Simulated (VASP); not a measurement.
OSZICAR of a VASP run on WC (wc):

OSZICAR:
```
       N       E                     dE             d eps       ncg     rms          rms(c)
DAV:   1     0.123968851891E+03    0.12397E+03   -0.10818E+04  4368   0.174E+03
DAV:   2    -0.208818493543E+02   -0.14485E+03   -0.14094E+03  4963   0.413E+02
DAV:   3    -0.254857566766E+02   -0.46039E+01   -0.45525E+01  5394   0.659E+01
DAV:   4    -0.255334762532E+02   -0.47720E-01   -0.47701E-01  4728   0.717E+00
DAV:   5    -0.255338647341E+02   -0.38848E-03   -0.38841E-03  5271   0.682E-01    0.315E+01
DAV:   6    -0.225484046365E+02    0.29855E+01   -0.97122E+00  4938   0.318E+01    0.820E+00
DAV:   7    -0.224783376950E+02    0.70067E-01   -0.44109E-01  4543   0.591E+00    0.592E+00
DAV:   8    -0.224519988132E+02    0.26339E-01   -0.77597E-02  4863   0.264E+00    0.851E-01
DAV:   9    -0.224507387097E+02    0.12601E-02   -0.43882E-03  4711   0.518E-01    0.146E-01
DAV:  10    -0.224506834116E+02    0.55298E-04   -0.29406E-04  5078   0.231E-01    0.800E-02
DAV:  11    -0.224506809700E+02    0.24416E-05   -0.27575E-05  4758   0.479E-02    0.116E-02
DAV:  12    -0.224506795907E+02    0.13792E-05   -0.60500E-06  4698   0.241E-02    0.390E-03
DAV:  13    -0.224506796253E+02   -0.34577E-07   -0.12083E-07  2254   0.388E-03
   1 F= -.22450680E+02 E0= -.22450693E+02  d E =-.224507E+02
       N       E                     dE             d eps       ncg     rms          rms(c)
DAV:   1    -0.224514997071E+02   -0.82012E-03   -0.30272E-02  4368   0.212E+00    0.191E-01
DAV:   2    -0.224508540007E+02    0.64571E-03   -0.16178E-03  4628   0.427E-01    0.814E-02
DAV:   3    -0.224506516126E+02    0.20239E-03   -0.27489E-04  4703   0.152E-01    0.301E-02
DAV:   4    -0.224506292944E+02    0.22318E-04   -0.62594E-05  4958   0.745E-02    0.819E-03
DAV:   5    -0.224506289918E+02    0.30262E-06   -0.33895E-06  4464   0.176E-02
   2 F= -.22450629E+02 E0= -.22450647E+02  d E =0.506335E-04
       N       E                     dE             d eps       ncg     rms          rms(c)
DAV:   1    -0.224510349283E+02   -0.40563E-03   -0.10672E-02  4368   0.126E+00    0.114E-01
DAV:   2    -0.224508077321E+02    0.22720E-03   -0.56814E-04  4613   0.253E-01    0.484E-02
DAV:   3    -0.224507378485E+02    0.69884E-04   -0.95778E-05  4713   0.898E-02    0.182E-02
DAV:   4    -0.224507300891E+02    0.77594E-05   -0.22151E-05  4948   0.444E-02    0.473E-03
DAV:   5    -0.224507300946E+02   -0.54620E-08   -0.11457E-06  2706   0.106E-02
   3 F= -.22450730E+02 E0= -.22450746E+02  d E =-.504693E-04
```

### Question
Which electronic solver shows in the log?

### Answer
It is blocked Davidson (ALGO = Normal, or the opening steps of other solvers). The INCAR had ALGO = Normal.

### Question
Can the final energy be trusted as converged?

### Answer
The calculation finished and met its thresholds. It stopped with EDIFF = 1E-6, NELM = 100, NSW = 40 and EDIFFG = -0.02 after 3 ionic steps (PBE GGA, plane waves, VASP's PBE PAW potentials (set 64)).

The compound is WC in the wc structure. This run relaxes it. Symmetry was kept, so distortions that lower it aren't found.
